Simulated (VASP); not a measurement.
Given:

```yaml
crystal:
  lattice:
    - [2.96248, 0.00000, 0.00000]
    - [-1.48124, 2.56558, 0.00000]
    - [0.00000, 0.00000, 5.52955]
  atoms:
    - { symbol: Cd, position: [0.33333, 0.66667, 0.25000] }
    - { symbol: Cd, position: [0.66667, 0.33333, 0.75000] }
```

Method: SCAN meta-GGA, VASP's PBE PAW potentials (set 64) (plane waves; VASP). Run with 400 eV cut-off, 16×16×8 Γ-centred mesh, tetrahedra with Blöchl corrections, potentials Cd.

**Question.** Give the energies of bands 11 to 15 at the high-symmetry points, in eV from the Fermi level.

**Answer.** 
```
band      Γ      M     K      A      L     H
----  -----  -----  ----  -----  -----  ----
11    -8.81  -2.54  0.06  -7.78  -1.74  0.99
12    -3.14  -1.96  0.06  -7.78  -1.74  0.99
13    -3.06   2.20  0.42   4.16   0.25  1.85
14    11.47   3.29  4.66   4.16   0.25  1.85
15    15.19   3.56  5.32  15.51   8.80  1.97
```

It has no gap at this level: it comes out as a metal or semimetal.

The structure comes from a measured Cd entry (P6_3/mmc) of the Crystallography Open Database, whose conditions weren't checked. It was relaxed first.
